## How much theory does the gap of GaP need?

For the gap of gallium phosphide, the step that pays is the one to a hybrid functional. LDA gives 1.44 eV and r2SCANh gives 2.33 eV, while the gap measured at low temperature is roughly 2.4 eV (a rounded, recalled value). The three hybrids come within about 0.2 eV of it. Among the cheaper methods only LMBJ comes as close, and its value is less secure.

Kohn–Sham DFT calculations with VASP for GaP (F-43m, 2-atom cell, fixed geometry), without spin polarization or spin–orbit coupling. The basis column gives the plane-wave cutoff, and the gap is the orbital gap read along the band path. The smearing width is 0.05 eV, Gaussian in the GGA rows and Fermi–Dirac in the others.

| method | rung | potentials | basis | k mesh | gap (eV) |
| --- | --- | --- | --- | --- | --- |
| LDA | LDA | VASP PAW LDA potentials, recommended | 520 eV | 8x8x8 2-atom cell | 1.439 |
| AM05 | GGA | VASP PAW PBE potentials, recommended | 520 eV | 8x8x8 2-atom cell | 1.550 |
| PBE | GGA | VASP PAW PBE potentials, minimal | 500 eV | 8x8x8 2-atom cell | 1.618 |
| revPBE | GGA | VASP PAW PBE potentials, recommended | 520 eV | 8x8x8 2-atom cell | 1.655 |
| LMBJ | meta-GGA | VASP PAW PBE potentials, recommended | 520 eV | 8x8x8 2-atom cell | 2.237 |
| SCAN | meta-GGA | VASP PAW PBE potentials, recommended | 520 eV | 8x8x8 2-atom cell | 1.824 |
| TPSS | meta-GGA | VASP PAW PBE potentials, recommended | 520 eV | 8x8x8 2-atom cell | 1.636 |
| r2SCAN | meta-GGA | VASP PAW PBE potentials, recommended | 520 eV | 8x8x8 2-atom cell | 1.851 |
| rSCAN | meta-GGA | VASP PAW PBE potentials, recommended | 520 eV | 8x8x8 2-atom cell | 1.850 |
| HSEsol | hybrid | VASP PAW PBE potentials, recommended | 520 eV | 4x4x4 2-atom cell | 2.197 |
| r2SCAN-EpsX | hybrid | VASP PAW PBE potentials, recommended | 520 eV | 4x4x4 2-atom cell | 2.279 |
| r2SCANh | hybrid | VASP PAW PBE potentials, recommended | 520 eV | 4x4x4 2-atom cell | 2.333 |

The gap here is the energy between the highest filled and the lowest empty orbital level. In GaP these lie at different crystal momenta: the filled edge at Γ, the centre of the Brillouin zone, and the empty edge near its boundary point X. The gap is therefore indirect, and every row agrees on that. If the purpose is only to establish that GaP is an indirect semiconductor, LDA is enough.

Two settings need a word. The three GGA runs use Gaussian smearing and the other runs Fermi–Dirac smearing of the same width; with gaps this large the difference does no harm. The hybrids use a coarser k mesh than the other rows, and its convergence was not tested.

### Steps and scatter

Going from LDA to the average of the three GGAs adds 0.17 eV, but the GGAs differ among themselves by 0.11 eV. Choosing one GGA over another can thus matter more than half as much as leaving LDA. The two ends of that range, AM05 and revPBE, share the same potentials, so the potentials don't cause it. PBE lies in between, and its exact place is less certain, since that run alone keeps the gallium 3d electrons in the frozen core. None of this comes near to closing a shortfall of almost 1 eV.

The label "meta-GGA" promises little by itself. TPSS falls among the GGAs, whereas r2SCAN lies 0.22 eV above TPSS. From the highest of the ordinary meta-GGAs to the lowest hybrid there is a further 0.35 eV, which is larger than the scatter within any of these groups. That is why the hybrid step is worth paying for when the size of the gap matters.

### Why exact exchange opens the gap

Theory gives the reason for the shortfall. In LDA and the GGAs, filled and empty states move in the same local potential. The true gap, however, compares taking an electron out of the crystal with adding one, and between the two the exact potential jumps by a constant. LDA and the GGAs miss this jump, called the derivative discontinuity, and the gap comes out too small.

Exact exchange, the Fock term of Hartree–Fock theory, does tell the two kinds of state apart. It binds an orbital according to its overlap with the filled ones, so it lowers filled states more than empty ones. Meta-GGAs also contain an orbital-dependent term, through the kinetic energy density. How much they gain depends on how strongly the functional uses it, and TPSS shows that the gain can be negligible.

Two limits show how much exact exchange a crystal should have. With none, LDA, the GGAs and the ordinary meta-GGAs leave the gap too small. With all of it, as in Hartree–Fock theory, the gap is far too large, because the other electrons are not allowed to respond and weaken the interaction. In a solid that response divides the long-range interaction by the electronic dielectric constant ε∞, which suggests mixing in the fraction 1/ε∞.

This is the recipe of r2SCAN-EpsX. With the value ε∞ = 11.18 used in that run, the fraction 1/ε∞ comes to 0.0895, close to the fixed 0.10 of r2SCANh. The two hybrids agree because GaP happens to screen about tenfold. In a wide-gap oxide, which screens much less, the same rule would ask for far more exact exchange, and a fixed tenth would leave the gap too small.

### A straight line for the gap

Let a be the fraction of r2SCAN exchange that is replaced by exact exchange. If the orbitals hardly change, each level shifts by a times the difference between the two exchange energies in that orbital. The gap is the difference of two levels, so it shifts in proportion too:

gap(a) = gap(0) + a·D

Here D is how much more the replacement raises the empty edge than the filled one, per unit of a. Two rows fix it. From r2SCAN and r2SCAN-EpsX,

D = (2.279 − 1.851) / 0.0895 ≈ 4.78 eV,

so each per cent of exact exchange opens the gap by about 0.05 eV. For r2SCANh, which took no part in fixing D, the line gives

gap(0.10) = 1.851 + 0.10 × 4.78 ≈ 2.33 eV,

in agreement with the computed value to better than 0.01 eV.

That success is a mild test, because 8.95 % and 10 % are close together. Drawing the line through the two hybrids and running it back to a = 0 shows the same small miss magnified: the line meets r2SCAN at 1.82 eV instead of 1.85 eV. The miss of 0.03 eV may come from the coarser k mesh of the hybrids, from the different precision of the exact-exchange step in the two hybrid runs (PRECFOCK Fast for r2SCANh, Normal for r2SCAN-EpsX) or from a slight curvature; none of these was tested. The line is good enough to plan with, but not to settle hundredths of an electronvolt.

The line also tells how well ε∞ must be known. A value 10 % too large lowers the fraction and closes the gap by only 0.04 eV, so a moderately good dielectric constant will do. HSEsol does not belong on this line, since it builds on another semilocal functional, PBEsol, and its exact exchange acts only at short range.

### What a light-emitting diode asks for

GaP is used in light-emitting diodes, where the gap sets the shortest wavelength that the crystal can readily emit. A photon with the energy of the LDA gap has a wavelength of 862 nm, in the infrared; with the r2SCANh gap it has 532 nm, in the green. LDA thus gets even the kind of light wrong. Near the r2SCANh gap, an error of 0.1 eV still shifts the wavelength by 24 nm, a visible change of hue.

The brightness of the pure crystal depends on a second quantity, the height of the direct valley at Γ above the indirect one. Electrons at Γ can emit light directly, while those near X need help from a lattice vibration or an impurity. The same calculations place the direct gap at 1.637 eV in LDA and 2.925 eV in r2SCANh. Subtracting the indirect gaps in the table leaves a height of 0.20 eV in LDA and 0.59 eV in r2SCANh.

This difference enters an exponential. At room temperature the thermal energy kT is about 0.026 eV, and the Boltzmann factor exp(−height/kT) compares the occupation of a state at Γ with that of one near X. It is about one in two thousand with the LDA height and one in several billion with that of r2SCANh. LDA therefore makes GaP look much closer to a direct emitter than the hybrids do, a fault that the gap alone would not reveal.

### Choosing a level, and its price

For a first survey, r2SCAN or rSCAN is a sensible choice. They give the same gap to within 0.001 eV and recover nearly half of what separates LDA from r2SCANh. They cost somewhat more than a GGA but scale in the same way. Their gap is still about 0.5 eV below the rough measured one, too far for predicting a colour.

LMBJ reaches the hybrid range without exact exchange. It is a potential designed for gaps and has no energy functional behind it, so the structure must come from another method. Its gap is 2.24 eV along the band path but 2.41 eV on the regular k mesh, and it ranks below or above r2SCANh accordingly. Ten of the other rows drop by only about 0.05 eV between the two readings, and HSEsol by 0.02 eV. The cause of the large drop is open, so the LMBJ gap should be trusted to no better than 0.2 eV.

The ordinary drop carries advice of its own. A regular mesh can step over the band edge, so the gap of GaP is better read along a fine path through the zone. In most rows that removes an error of about 0.05 eV, as much as one per cent of exact exchange is worth.

A hybrid is the right choice when the gap must be good to two or three tenths of an electronvolt. Exact exchange couples every k point with every other, so its work grows as the square of their number, while semilocal work grows only in proportion. Refining a mesh from 4×4×4 to 8×8×8 multiplies the semilocal work by 8 and the exchange work by 64, before symmetry is used. It pays to settle the mesh with a cheap functional first, then check the hybrid on one finer mesh.

For an accuracy of 0.1 eV, picking the hybrid that lies closest to experiment is no remedy. The three differ by 0.14 eV, and the zero-point motion of the atoms and spin–orbit coupling, both left out here, are expected to lower the gap by something like 0.1 eV together. All three hybrids already lie below the rough measured gap, so these corrections would widen their shortfall, and part of the close agreement is a cancellation of errors. Such accuracy needs these corrections and a converged mesh, and also a check of the hybrid itself against a higher level of theory such as GW.
